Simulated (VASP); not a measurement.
Calculation: PBEsol GGA, VASP's PBE PAW potentials (set 64) (plane waves; VASP).

A VASP calculation is set up with these files.

**POSCAR**
```
MnSi
1
    4.4643498244     0.0000000000     0.0000000000
    0.0000000000     4.4643498244    -0.0000000000
   -0.0000000000     0.0000000000     4.4643498244
Mn Si
4 4
Direct
  0.8627538165   0.6372461835   0.3627538165
  0.3627538165   0.8627538165   0.6372461835
  0.1372461835   0.1372461835   0.1372461835
  0.6372461835   0.3627538165   0.8627538165
  0.1545435136   0.3454564864   0.6545435136
  0.6545435136   0.1545435136   0.3454564864
  0.8454564864   0.8454564864   0.8454564864
  0.3454564864   0.6545435136   0.1545435136
```

INCAR:
```
ALGO  =  Normal
EDIFF  =  1E-6
EDIFFG  =  -0.02
ENCUT  =  500
GGA  =  PS
IBRION  =  2
ISIF  =  3
ISMEAR  =  1
ISPIN  =  2
LASPH  =  .True.
LCHARG  =  .False.
LMAXMIX  =  4
LORBIT  =  10
LREAL  =  .False.
LWAVE  =  .False.
MAGMOM  =  0.9 0.9 0.9 0.9 -0.0 -0.0 -0.0 -0.0
NELM  =  100
NSW  =  40
PREC  =  Accurate
SIGMA  =  0.1
SYSTEM  =  MnSi
```

File KPOINTS:
```
Automatic mesh
0
Gamma
7 7 7
0 0 0
```

POTCAR, in this order: Mn_pv Si (PBE.64 set). Program: vasp_std.

The run wrote:

### OSZICAR
```
       N       E                     dE             d eps       ncg     rms          rms(c)
DAV:   1     0.789178064965E+03    0.78918E+03   -0.35434E+04  4040   0.188E+03
DAV:   2    -0.801075047610E+01   -0.79719E+03   -0.77447E+03  4032   0.555E+02
DAV:   3    -0.740918323070E+02   -0.66081E+02   -0.63644E+02  4750   0.163E+02
DAV:   4    -0.759790342886E+02   -0.18872E+01   -0.18685E+01  4856   0.277E+01
DAV:   5    -0.760162894383E+02   -0.37255E-01   -0.37212E-01  4788   0.429E+00    0.382E+01
DAV:   6    -0.767865057721E+02   -0.77022E+00   -0.22616E+02  5048   0.103E+02    0.297E+01
DAV:   7    -0.663853912489E+02    0.10401E+02   -0.85033E+01  4464   0.641E+01    0.907E+00
DAV:   8    -0.663290850608E+02    0.56306E-01   -0.36498E+00  4252   0.953E+00    0.283E+00
DAV:   9    -0.662747607290E+02    0.54324E-01   -0.31138E-01  5036   0.361E+00    0.155E+00
DAV:  10    -0.662866253876E+02   -0.11865E-01   -0.30775E-02  5240   0.112E+00    0.102E+00
DAV:  11    -0.662967316612E+02   -0.10106E-01   -0.37143E-02  5174   0.103E+00    0.413E-01
DAV:  12    -0.662978974198E+02   -0.11658E-02   -0.29656E-03  4688   0.350E-01    0.233E-01
DAV:  13    -0.662982356667E+02   -0.33825E-03   -0.76373E-04  5206   0.174E-01    0.114E-01
DAV:  14    -0.662982797964E+02   -0.44130E-04   -0.19518E-04  5122   0.792E-02    0.594E-02
DAV:  15    -0.662982710327E+02    0.87637E-05   -0.43576E-05  4804   0.348E-02    0.329E-02
DAV:  16    -0.662982752710E+02   -0.42383E-05   -0.20013E-05  4332   0.271E-02    0.848E-03
DAV:  17    -0.662982754471E+02   -0.17611E-06   -0.10782E-06  2426   0.633E-03
   1 F= -.66298275E+02 E0= -.66297498E+02  d E =-.662983E+02  mag=     3.7805
       N       E                     dE             d eps       ncg     rms          rms(c)
DAV:   1    -0.665577663362E+02   -0.25949E+00   -0.37797E+00  4140   0.186E+01    0.497E+00
DAV:   2    -0.665918399638E+02   -0.34074E-01   -0.59745E+00  4796   0.174E+01    0.486E+00
DAV:   3    -0.662993703516E+02    0.29247E+00   -0.16221E+00  4800   0.909E+00    0.586E-01
DAV:   4    -0.662988609622E+02    0.50939E-03   -0.51107E-02  4444   0.100E+00    0.464E-01
DAV:   5    -0.662972120385E+02    0.16489E-02   -0.47064E-03  4464   0.522E-01    0.134E-01
DAV:   6    -0.662971000138E+02    0.11202E-03   -0.56660E-04  5254   0.127E-01    0.734E-02
DAV:   7    -0.662970888374E+02    0.11176E-04   -0.65178E-05  4226   0.577E-02    0.211E-02
DAV:   8    -0.662970883249E+02    0.51249E-06   -0.91721E-06  4426   0.166E-02
   2 F= -.66297088E+02 E0= -.66296786E+02  d E =0.118712E-02  mag=     3.8914
       N       E                     dE             d eps       ncg     rms          rms(c)
DAV:   1    -0.663833495086E+02   -0.86261E-01   -0.12224E+00  4136   0.105E+01    0.283E+00
DAV:   2    -0.663863069557E+02   -0.29574E-02   -0.17971E+00  4630   0.957E+00    0.265E+00
DAV:   3    -0.663009649152E+02    0.85342E-01   -0.48988E-01  4630   0.511E+00    0.351E-01
DAV:   4    -0.663007733877E+02    0.19153E-03   -0.16571E-02  4222   0.543E-01    0.255E-01
DAV:   5    -0.663002808521E+02    0.49254E-03   -0.13653E-03  4576   0.288E-01    0.845E-02
DAV:   6    -0.663002521787E+02    0.28673E-04   -0.12725E-04  4562   0.550E-02    0.564E-02
DAV:   7    -0.663002458307E+02    0.63479E-05   -0.28931E-05  4434   0.292E-02    0.998E-03
DAV:   8    -0.663002457633E+02    0.67423E-07   -0.13940E-06  2632   0.916E-03
   3 F= -.66300246E+02 E0= -.66299657E+02  d E =-.197032E-02  mag=     3.8348
```

### OUTCAR
```
------------------------ aborting loop because EDIFF is reached ----------------------------------------
  FORCE on cell =-STRESS in cart. coord.  units (eV):
  Direction    XX          YY          ZZ          XY          YZ          ZX
  --------------------------------------------------------------------------------------
  Total       -0.0000658     -0.0000658     -0.0000658      0.0000000     -0.0000000      0.0000000
  in kB       -0.0011791     -0.0011791     -0.0011791      0.0000000     -0.0000000      0.0000000
  external PRESSURE =      -0.0011791 kB  Pullay stress =       0.0000000 kB
  volume of cell :       89.46
      direct lattice vectors                 reciprocal lattice vectors
     4.472421285 -0.000000000  0.000000000     0.223592532  0.000000000  0.000000000
     0.000000000  4.472421285 -0.000000000     0.000000000  0.223592532  0.000000000
     0.000000000 -0.000000000  4.472421285     0.000000000  0.000000000  0.223592532
 POSITION                                       TOTAL-FORCE (eV/Angst)
 -----------------------------------------------------------------------------------
      3.85845      2.85018      1.62224         0.006941     -0.006941      0.006941
      1.62224      3.85845      2.85018         0.006941      0.006941     -0.006941
      0.61397      0.61397      0.61397        -0.006941     -0.006941     -0.006941
      2.85018      1.62224      3.85845        -0.006941      0.006941      0.006941
      0.69117      1.54505      2.92738         0.003822     -0.003822      0.003822
      2.92738      0.69117      1.54505         0.003822      0.003822     -0.003822
      3.78126      3.78126      3.78126        -0.003822     -0.003822     -0.003822
      1.54505      2.92738      0.69117        -0.003822      0.003822      0.003822
 -----------------------------------------------------------------------------------
    total drift:                               -0.000001     -0.000001     -0.000000
  FREE ENERGIE OF THE ION-ELECTRON SYSTEM (eV)
  ---------------------------------------------------
  free  energy   TOTEN  =       -66.3002457633 eV

  energy  without entropy=      -66.2984783632  energy(sigma->0) =      -66.29965663

 total charge

# of ion       s       p       d       tot
------------------------------------------
    1        0.348   6.413   5.329  12.090
    2        0.348   6.413   5.329  12.090
    3        0.348   6.413   5.329  12.090
    4        0.348   6.413   5.329  12.090
    5        0.744   0.923   0.000   1.667
    6        0.744   0.923   0.000   1.667
    7        0.744   0.923   0.000   1.667
    8        0.744   0.923   0.000   1.667
--------------------------------------------------
tot          4.368  29.344  21.316  55.028

 magnetization (x)

# of ion       s       p       d       tot
------------------------------------------
    1        0.000   0.007   0.996   1.003
    2        0.000   0.007   0.996   1.003
    3        0.000   0.007   0.996   1.003
    4        0.000   0.007   0.996   1.003
    5       -0.011  -0.030   0.000  -0.042
    6       -0.011  -0.030   0.000  -0.042
    7       -0.011  -0.030   0.000  -0.042
    8       -0.011  -0.030   0.000  -0.042
--------------------------------------------------
tot         -0.045  -0.094   3.984   3.844

 reached required accuracy - stopping structural energy minimisation
```
(Selected blocks of OUTCAR.)

File CONTCAR:
```
MnSi
   1.00000000000000
     4.4724212850171385   -0.0000000000000000    0.0000000000000000
     0.0000000000000000    4.4724212850171385   -0.0000000000000000
     0.0000000000000000   -0.0000000000000000    4.4724212850171385
  Mn              Si
     4     4
Direct
     0.8627217044975491    0.6372782955024509    0.3627217044975492
     0.3627217044975492    0.8627217044975491    0.6372782955024509
     0.1372782955024508    0.1372782955024508    0.1372782955024508
     0.6372782955024509    0.3627217044975492    0.8627217044975491
     0.1545393927752328    0.3454606072247671    0.6545393927752328
     0.6545393927752328    0.1545393927752328    0.3454606072247671
     0.8454606072247672    0.8454606072247672    0.8454606072247672
     0.3454606072247671    0.6545393927752328    0.1545393927752328
```

The moments were started parallel, and other spin orders were not tried in this run.

The compound is MnSi in the B20 structure. This run relaxes it. Symmetry was kept, so distortions that lower it aren't found.
